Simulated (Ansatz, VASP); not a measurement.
# AlSbTe3 (perovskite type (invented)): VASP beside Ansatz

One calculation is typed for both programs; each brings its own data sets. How far apart do they land? The cell is generated by rule, not measured, and may not be a known phase. The cell is taken from a series of runs on this material, whose earlier steps may have relaxed, scaled, displaced or heated it; both programs get it as it stands.

Program: Ansatz 0.2.0. Level of theory: plane waves, with VASP 6.6.1 beside it; relaxation of cell and atoms at PBEsol. Results are calculated unless marked as measured.

## Step 1: Set-up

It takes space group Pm-3m (No. 221, cubic). The conventional cell has a = 5.220 Å, b = 5.220 Å, c = 5.220 Å, α = 90.00°, β = 90.00°, γ = 90.00°. Nearest to Sb lie 12 Te at 3.69 Å. Al has 6 Te at 2.61 Å nearest. Nearest to Te lie 2 Al at 2.61 Å. Farther neighbours and most contacts between anions are not listed.

## Step 2: Ansatz: relaxation of cell and atoms, PBEsol

Ansatz runs on its default PAW (the set named soft_2) files.

The relaxed volume is the usual yardstick between codes: in a stiff, nearly cubic crystal its relative difference is about their pressure difference at one cell divided by the bulk modulus.

Contents of input.yaml:

```yaml
crystal:
  lattice:
    - [5.2202651622, 0.0, 0.0]
    - [0.0, 5.2202651622, 0.0]
    - [0.0, 0.0, 5.2202651622]
  atoms:
    - { symbol: Sb, position: [0.0, 0.0, 0.0] }
    - { symbol: Al, position: [0.5, 0.5, 0.5] }
    - { symbol: Te, position: [0.5, 0.5, 0.0] }
    - { symbol: Te, position: [0.5, 0.0, 0.5] }
    - { symbol: Te, position: [0.0, 0.5, 0.5] }
kpoints:
  mp_grid: { grid: [8, 8, 8] }
hamiltonian:
  xc: pbesol
scf:
  occupations: { method: gaussian, width: 0.1 }
output:
  forces: true
  stress: true
  eigenvalues: true
relax:
  adjacent_minimum: "off"
  f_tol: 0.005
  max_steps: 80
  cell: { stress_tol: 0.05 }
```

Command:

```sh
$ ansatz run input.yaml --threads 4 --pin off --max-ram 9216MiB --backend cpu --events-out ev --progress --plain --runs-dir out
```

Numbers of over 12 decimals in the logs are rounded to 6 here.

Output:

```text
Engine: ansatz 0.2.0, x86_64-unknown-linux-gnu
Pseudopotentials: kind: paw
Pseudopotential: Sb, paw, valence charge 15, recommended cutoff 420 eV (normal), Sb.paw.azcp
Pseudopotential: Al, paw, valence charge 3, recommended cutoff 420 eV (normal), Al.paw.azcp
Pseudopotential: Te, paw, valence charge 16, recommended cutoff 420 eV (normal), Te.paw.azcp
Functional definition: PBEsol
  exchange = pbesol_x
  correlation = pbesol_c
Crystal: 5 atoms, lattice volume = 142.258 Å³
Basis set: ecut = 420 eV, 2801 PW (Γ), exchange–correlation on 72×72×72 points (8 copies of the dense FFT grid, shifted against one another)
Bands: 40, of which v1, the nominal top of the filled ones, is band 33 counted from 1 (32 counted from 0)
Symmetry: 48 space group operations
Space group: Pm-3m (ITA 221), of the structure as read, at distance tolerance 5.2e-5 Å
k-points: 35 of 512
Non-local potential: Sb, projectors of the file, l = 0: 2, l = 1: 2, l = 2: 2, l = 3: 2
Non-local potential: Al, projectors of the file, l = 0: 2, l = 1: 2, l = 2: 1
Non-local potential: Te, projectors of the file, l = 0: 2, l = 1: 2, l = 2: 2, l = 3: 2
PAW form: soft (Blöchl's): semilocal exchange-correlation on the pseudo side does not see the compensation charge
PAW frozen core: Sb, regenerated for the run's functional, and the local potential with it (the file was generated under x = pbe(κ = 0.804, μ = 0.219515), c = pbe(β = 0.066725))
PAW frozen core: Al, regenerated for the run's functional, and the local potential with it (the file was generated under x = pbe(κ = 0.804, μ = 0.219515), c = pbe(β = 0.066725))
PAW frozen core: Te, regenerated for the run's functional, and the local potential with it (the file was generated under x = pbe(κ = 0.804, μ = 0.219515), c = pbe(β = 0.066725))
PAW one-centre angular grid: Sb, 590 points (default); XC on 64 Gauss nodes
PAW one-centre angular grid: Al, 110 points (default); XC on 64 Gauss nodes
PAW one-centre angular grid: Te, 590 points (default); XC on 64 Gauss nodes
Initial density: superposition of atomic densities (neutral atoms: chi_scale 0, normalization atom), corrected by the library's trained network
Initial wavefunctions: pseudopotential atomic-orbital guess
Functional: x = pbesol(κ = 0.804, μ = 0.123457), c = pbesol(β = 0.046)
SCF iter   1: F=—  HF=-27635.813883 eV  |F-HF|=—  |Δ(HF+E_count)|=         —  Δρ=2.67e-3  dr2=1.68e-2  ethr=1.77e-3  ⟨swp⟩=9.1  Hψ=6355  notcnv=0
preconditioner: auto → Kerker (q_TF=auto, 2.401 Å⁻¹)  [metal: Δε(μ)=0.032 eV  Ē_g=8.068 eV  σ=0.100 eV  W_gap=0.18  n_scr=26 (ndim 8)  ℏωp=15.9 eV  f_vac=0.000  D(μ)=4.62/eV (n_scr^D=32)]
SCF iter   2: F=—  HF=-27635.808065 eV  |F-HF|=—  |Δ(HF+E_count)|=   5.82e-3  Δρ=1.56e-3  dr2=5.72e-3  ethr=2.55e-5  ⟨swp⟩=2.1  Hψ=2004  notcnv=0  defer=1
SCF iter   3: F=—  HF=-27635.806504 eV  |F-HF|=—  |Δ(HF+E_count)|=   1.56e-3  Δρ=4.29e-4  dr2=5.95e-4  ethr=8.67e-6  ⟨swp⟩=3.0  Hψ=2557  notcnv=0  defer=1
SCF iter   4: F=—  HF=-27635.806331 eV  |F-HF|=—  |Δ(HF+E_count)|=   1.73e-4  Δρ=1.83e-4  dr2=1.50e-4  ethr=9.02e-7  ⟨swp⟩=2.1  Hψ=2436  notcnv=0  defer=1
SCF iter   5: F=—  HF=-27635.806298 eV  |F-HF|=—  |Δ(HF+E_count)|=   3.24e-5  Δρ=7.55e-5  dr2=1.28e-5  ethr=2.28e-7  ⟨swp⟩=2.0  Hψ=1800  notcnv=0  defer=1
SCF iter   6: F=—  HF=-27635.806158 eV  |F-HF|=—  |Δ(HF+E_count)|=   1.40e-4  Δρ=1.70e-5  dr2=9.71e-7  ethr=1.93e-8  ⟨swp⟩=2.0  Hψ=1662  notcnv=0  defer=1
SCF iter   7: F=-27635.806158 eV  HF=-27635.806158 eV  |F-HF|=1.83e-8  |Δ(HF+E_count)|=   2.10e-8  Δρ=6.61e-6  dr2=8.61e-8  ethr=1.52e-10  ⟨swp⟩=9.1  Hψ=7427  notcnv=0
SCF 1 converged in 7 iterations: F = -27635.806158 eV  dr2 = 8.61e-8
  greatest PAW one-centre occupation: 0.998 electrons in one spin orbital (limit 2), on the Te atom at site 4 (counted from 0), in its partial waves of l = 2
relax step   1: F+E_penalty+E_count = -27635.80615844 eV  Δ(F+E_penalty+E_count) = +0.000e0 eV  max|allowed force component| = 1.226e-28 eV/Å  Δτ_max = 0.0000 Å  P = -0.015 GPa  Ω = 142.258 Å³  (7 SCF iters, dr2 threshold 1.00e-7 eV, accepted)
Initial density: handed on by an earlier stage of this run
Initial wavefunctions: pseudopotential atomic-orbital guess (no wavefunctions were taken with the density)
iter 1 solved again at ethr=6.77e-7 eV; its pass at ethr=3.10e-3 eV (dr2=4.47e-4 eV) is discarded
SCF iter   1: F=—  HF=-27635.806295 eV  |F-HF|=—  |Δ(HF+E_count)|=         —  Δρ=7.77e-6  dr2=1.02e-7  ethr=6.77e-7  ⟨swp⟩=3.0  Hψ=9562  notcnv=0
eigensolver tolerance schedule: the retry pair's looser diagonalisation over-reported the residual by 4374.39 of it (diagonalisation noise at 21.17 of the residual, at the tolerance the schedule requests for it); recorded, not acted on — ethr = c·dr2/N_el stays at c = 1.0e-1
preconditioner: auto → Kerker (q_TF=auto, 2.401 Å⁻¹)  [metal: Δε(μ)=0.030 eV  Ē_g=8.070 eV  σ=0.100 eV  W_gap=0.17  n_scr=26 (ndim 8)  ℏωp=15.9 eV  f_vac=0.000  D(μ)=4.68/eV (n_scr^D=32)]
SCF iter   2: F=—  HF=-27635.806158 eV  |F-HF|=—  |Δ(HF+E_count)|=   1.37e-4  Δρ=4.37e-6  dr2=3.99e-8  ethr=1.55e-10  ⟨swp⟩=3.1  Hψ=3024  notcnv=0
SCF iter   3: F=—  HF=-27635.806158 eV  |F-HF|=—  |Δ(HF+E_count)|=   4.09e-9  Δρ=2.41e-6  dr2=1.37e-8  ethr=6.04e-11  ⟨swp⟩=1.9  Hψ=1940  notcnv=0
SCF iter   4: F=—  HF=-27635.806158 eV  |F-HF|=—  |Δ(HF+E_count)|=   2.64e-9  Δρ=7.62e-7  dr2=1.26e-9  ethr=2.08e-11  ⟨swp⟩=1.6  Hψ=1446  notcnv=0
SCF iter   5: F=—  HF=-27635.806158 eV  |F-HF|=—  |Δ(HF+E_count)|=  1.56e-10  Δρ=2.64e-7  dr2=8.72e-11  ethr=1.90e-12  ⟨swp⟩=2.2  Hψ=1943  notcnv=0
SCF iter   6: F=-27635.806158 eV  HF=-27635.806158 eV  |F-HF|=1.46e-11  |Δ(HF+E_count)|=  1.09e-11  Δρ=5.82e-8  dr2=3.60e-12  ethr=1.00e-12  ⟨swp⟩=6.4  Hψ=5412  notcnv=0
SCF 2 converged in 6 iterations: F = -27635.806158 eV  dr2 = 3.60e-12
relax step   2: F+E_penalty+E_count = -27635.80615846 eV  Δ(F+E_penalty+E_count) = -1.926e-8 eV  max|allowed force component| = 1.430e-28 eV/Å  Δτ_max = 0.0000 Å  P = -0.015 GPa  Ω = 142.258 Å³  stress off target by 1.51e-2 GPa  SCF on the basis re-selected at this cell (its energy is not comparable with the rows above)  (6 SCF iters)
basis re-selected at this cell: Δ(F+E_penalty+E_count) = -1.926e-8 eV, ΔP = -0.000 GPa vs the last step (what re-selecting the basis moved, of the pressure what is left beyond the Pulay correction that the steps carried, after the strain that the cell walked since its last selection, with what the two solves' SCF thresholds leave and, on support functions, any second-order correction that the steps lacked; it is no m [...]
SCF converged after 6 iterations
Free energy (F): -27635.806158 eV
Harris-Foulkes:  -27635.806158 eV  (|F-HF|=1.46e-11)
Internal energy: -27635.782765 eV  (E = F + TS)
E sigma→0 (E₀):  -27635.794462 eV
Entropy (-TS):   -0.023393 eV (-4.679 meV/atom)
Fermi energy:    8.972122 eV
--- Per-component energies (eV) ---
  E_band       = -932.832780
  E_kinetic    = 772.731375
  E_local      = -5231.031247  (includes V_loc(G=0)·N_el)
  E_nonlocal   = -550.176215
  E_hartree    = 3074.840864
  E_xc         = -546.561623
  E_vxc        = -437.670583  (∫ρ·V_xc dr)
  E_paw        = -18707.397048  (= ΣΔE_a)
  E_vpaw       = -1636.367319  (= ΣTr[D̂ρ^β])
  E_aug_tail   = -0.000542  (compensation charges beyond the density's cutoff)
  E_ewald      = -6449.663772
  E_core_change = 1.475442  (= ΣΔE_core)
  E_smearing   = -0.023393  (= −TS)
  E_closure    = -0.000000  (closes the sum)
  Σ components = -27635.806158   (vs F -27635.806158, Δ=0.00e0)
--- Forces (eV/Å), atoms counted from 1 ---
  atom   1  Sb    -0.00000000     0.00000000     0.00000000
  atom   2  Al     0.00000000     0.00000000     0.00000000
  atom   3  Te     0.00000000    -0.00000000     0.00000000
  atom   4  Te     0.00000000    -0.00000000     0.00000000
  atom   5  Te     0.00000000     0.00000000     0.00000000
  max |Σ_I F_I| component: 1.53e-28 eV/Å
--- Stress (GPa, compression-positive) ---
       -0.015127       0.000000       0.000000
        0.000000      -0.015127       0.000000
        0.000000       0.000000      -0.015127
  P = ⅓ Tr σ = -0.0151 GPa (-0.151 kbar)
--- Band table (eV; the first three rows and the last of 35) ---
  k-point 0: bands = [... 29 lower, 7.5206, 7.8159, 8.1428, 8.1428, 8.1428, 11.2210, 11.2210, 11.2210, ... 3 higher]
  k-point 1: bands = [... 29 lower, 7.3921, 7.9994, 8.0654, 8.0654, 8.6525, 10.8437, 11.0331, 11.0331, ... 3 higher]
  k-point 2: bands = [... 29 lower, 6.9304, 7.6993, 8.1299, 8.1299, 9.7193, 10.0035, 10.5885, 10.5885, ... 3 higher]
  k-point 34: bands = [... 29 lower, 8.2006, 10.0026, 10.0026, 10.0026, 10.7820, 10.7820, 10.7820, 12.0848, ... 3 higher]
--- Relaxed structure (1 steps of the walk, 1 accepted, 1 SCFs on fresh bases) ---
  F+E_penalty+E_count = -27635.80615846 eV   max|allowed force component| = 1.430e-28 eV/Å   (the final SCF, on the basis selected at the relaxed cell)
  cell:  # Å, volume = 142.2583 Å³
    - [5.2202651622, 0.0, 0.0]
    - [0.0, 5.2202651622, 0.0]
    - [0.0, 0.0, 5.2202651622]
  atoms:
    - { symbol: Sb, position: [0.0, 0.0, 0.0] }
    - { symbol: Al, position: [0.500000, 0.500000, 0.500000] }
    - { symbol: Te, position: [0.500000, 0.500000, 0.0] }
    - { symbol: Te, position: [0.500000, 0.0, 0.500000] }
    - { symbol: Te, position: [0.0, 0.500000, 0.500000] }
```

## Step 3: VASP: relaxation of cell and atoms, PBEsol

The same cell, functional, mesh and smearing now go to VASP, with its own data sets.

Lines of VASP's logs that name or quote its potential files are left out, and so is its time.

Contents of INCAR:

```
SYSTEM = AlSbTe3
PREC = Accurate
ENCUT = 500
EDIFF = 1E-07
NELM = 120
ISMEAR = 0
SIGMA = 0.1
LREAL = .FALSE.
ALGO = Normal
GGA = PS
NBANDS = 19
LORBIT = 11
LWAVE = .FALSE.
LCHARG = .FALSE.
ISIF = 3
IBRION = 2
NSW = 80
EDIFFG = -0.005
LASPH = .TRUE.
GGA_COMPAT = .FALSE.
NELMIN = 4
KPAR = 2
```

Contents of POSCAR:

```
AlSbTe3
1.0
    5.2202650000      0.0000000000      0.0000000000
    0.0000000000      5.2202650000      0.0000000000
    0.0000000000      0.0000000000      5.2202650000
Sb Al Te
1 1 3
Direct
    0.0000000000      0.0000000000      0.0000000000
    0.5000000958      0.5000000958      0.5000000958
    0.5000000958      0.5000000958      0.0000000000
    0.5000000958      0.0000000000      0.5000000958
    0.0000000000      0.5000000958      0.5000000958
```

Contents of KPOINTS:

```
Automatic mesh
0
Gamma
8 8 8
0 0 0
```

Potentials, in the order of the species: Sb, Al and Te (PBE family, release 64).

Command:

```sh
$ mpirun -np 2 vasp_std
```

Output:

```text
[banner, memory and clock lines left out]
running    2 mpi-ranks, on    1 nodes
 distrk:  each k-point on    1 cores,    2 groups
 distr:  one band on    1 cores,    1 groups

 POSCAR found type information on POSCAR SbAlTe
 POSCAR found :  3 types and       5 ions
|                                                                             |
|               ----> ADVICE to this user running VASP <----                  |
|                                                                             |
|     You enforced a specific xc type in the INCAR file but a different       |
|     [... a line on the potential file left out ...]
|     I HOPE YOU KNOW WHAT YOU ARE DOING!                                     |
|                                                                             |

 LDA part: xc-table for (Slater+PW92), standard interpolation
 POSCAR, INCAR and KPOINTS ok, starting setup
 FFT: planning ... GRIDC
 FFT: planning ... GRID_SOFT
 FFT: planning ... GRID
 WAVECAR not read
 entering main loop
       N       E                     dE             d eps       ncg     rms          rms(c)
DAV:   1     0.103774712507E+03    0.10377E+03   -0.92091E+03  1330   0.105E+03
DAV:   2    -0.105955381127E+02   -0.11437E+03   -0.11200E+03  1788   0.162E+02
DAV:   3    -0.181080697318E+02   -0.75125E+01   -0.73721E+01  1549   0.442E+01
DAV:   4    -0.182736050324E+02   -0.16554E+00   -0.16529E+00  1636   0.736E+00
DAV:   5    -0.182763136041E+02   -0.27086E-02   -0.27084E-02  1565   0.968E-01    0.955E+00
DAV:   6    -0.178893622952E+02    0.38695E+00   -0.20311E+00  1417   0.399E+00    0.545E+00
DAV:   7    -0.178609628500E+02    0.28399E-01   -0.19113E-01  1411   0.177E+00    0.301E+00
DAV:   8    -0.178537282794E+02    0.72346E-02   -0.26146E-02  1457   0.799E-01    0.468E-01
DAV:   9    -0.178536435026E+02    0.84777E-04   -0.22622E-03  1446   0.230E-01    0.249E-01
DAV:  10    -0.178535755942E+02    0.67908E-04   -0.32511E-04  1423   0.866E-02    0.691E-02
DAV:  11    -0.178535602380E+02    0.15356E-04   -0.59036E-05  1435   0.363E-02    0.207E-02
DAV:  12    -0.178535594489E+02    0.78911E-06   -0.35800E-06  1487   0.994E-03    0.652E-03
DAV:  13    -0.178535593543E+02    0.94557E-07   -0.11458E-07   945   0.210E-03
   1 F= -.17853559E+02 E0= -.17841890E+02  d E =-.178536E+02
 curvature:   0.00 expect dE= 0.000E+00 dE for cont linesearch  0.000E+00
 trial: gam= 0.00000 g(F)=  0.000E+00 g(S)=  0.113E-03 ort = 0.000E+00 (trialstep = 0.100E+01)
 search vector abs. value=  0.113E-03
 bond charge predicted
       N       E                     dE             d eps       ncg     rms          rms(c)
DAV:   1    -0.178537861548E+02   -0.22671E-03   -0.41602E-03  1384   0.262E-01    0.767E-02
DAV:   2    -0.178536466718E+02    0.13948E-03   -0.37605E-04  1362   0.800E-02    0.442E-02
DAV:   3    -0.178536103547E+02    0.36317E-04   -0.51349E-05  1405   0.311E-02    0.145E-02
DAV:   4    -0.178535947912E+02    0.15564E-04   -0.27669E-05  1378   0.207E-02    0.148E-02
DAV:   5    -0.178535941708E+02    0.62040E-06   -0.10538E-06  1574   0.528E-03    0.140E-02
DAV:   6    -0.178535940990E+02    0.71733E-07   -0.27016E-07  1135   0.237E-03
   2 F= -.17853594E+02 E0= -.17841867E+02  d E =-.347447E-04
 trial-energy change:   -0.000035  1 .order   -0.000041   -0.000113    0.000031
 step:   0.7332(harm=  0.7833)  dis= 0.00000  next Energy=   -17.853598 (dE=-0.390E-04)
 reached required accuracy - stopping structural energy minimisation
```

(Part 1 of 2 ends here.)

[Lines on the potential files, build, host, timing and source positions are cut from VASP's logs without a mark.]

[Logs are printed without paths, hosts, clocks, repeated set-up lines and the standing remarks that a program may print on its own settings, such as how far it seeks lower states.]

[Hosts, paths, dates, database ids (printed as entryN), source tags and the programs' standing remarks are cut or masked in the printed files.]
